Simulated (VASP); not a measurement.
OSZICAR of a VASP run on LaC2 (atoms displaced from the space group 139 structure):

### OSZICAR
```
       N       E                     dE             d eps       ncg     rms          rms(c)
DAV:   1     0.156024249250E+03    0.15602E+03   -0.60191E+03 35896   0.156E+03
DAV:   2     0.246089699744E+01   -0.15356E+03   -0.15120E+03 52289   0.280E+02
DAV:   3    -0.248697758953E+02   -0.27331E+02   -0.26135E+02 60457   0.124E+02
DAV:   4    -0.269858393637E+02   -0.21161E+01   -0.20896E+01 59122   0.353E+01
DAV:   5    -0.271135439076E+02   -0.12770E+00   -0.12716E+00 58109   0.826E+00    0.751E+00
DAV:   6    -0.250552604978E+02    0.20583E+01   -0.81142E+00 55621   0.195E+01    0.351E+00
DAV:   7    -0.249911109783E+02    0.64150E-01   -0.84483E-01 56990   0.682E+00    0.196E+00
DAV:   8    -0.249786553759E+02    0.12456E-01   -0.17038E-01 62378   0.462E+00    0.403E-01
DAV:   9    -0.249757966425E+02    0.28587E-02   -0.27170E-02 62303   0.147E+00    0.145E-01
DAV:  10    -0.249760282050E+02   -0.23156E-03   -0.26412E-03 56923   0.557E-01    0.526E-02
DAV:  11    -0.249761192175E+02   -0.91013E-04   -0.28837E-04 62490   0.139E-01    0.319E-02
DAV:  12    -0.249761595643E+02   -0.40347E-04   -0.16337E-04 51737   0.928E-02    0.106E-02
DAV:  13    -0.249761634199E+02   -0.38556E-05   -0.21162E-05 64849   0.382E-02    0.619E-03
DAV:  14    -0.249761644414E+02   -0.10215E-05   -0.85940E-06 51709   0.220E-02    0.144E-03
DAV:  15    -0.249761644952E+02   -0.53722E-07   -0.39438E-07 38052   0.926E-03
   1 F= -.24976164E+02 E0= -.24959443E+02  d E =-.334421E-01
```

### Question
Which electronic solver shows in the log?

### Answer
It is blocked Davidson (ALGO = Normal, or the opening steps of other solvers). The INCAR had ALGO = Normal.

### Question
Can the final energy be trusted as converged?

### Answer
Self-consistency was reached. It stopped with EDIFF = 1E-6, NELM = 100 (PBEsol GGA, plane waves, VASP's PBE PAW potentials (set 64)).

The structure comes from a computed database's LaC2 entry; how it stands against other phases isn't given here. The cell was not relaxed at this level, atoms are displaced from their ideal sites. The electron count is odd and the run is not spin-polarised, which forces a metal.
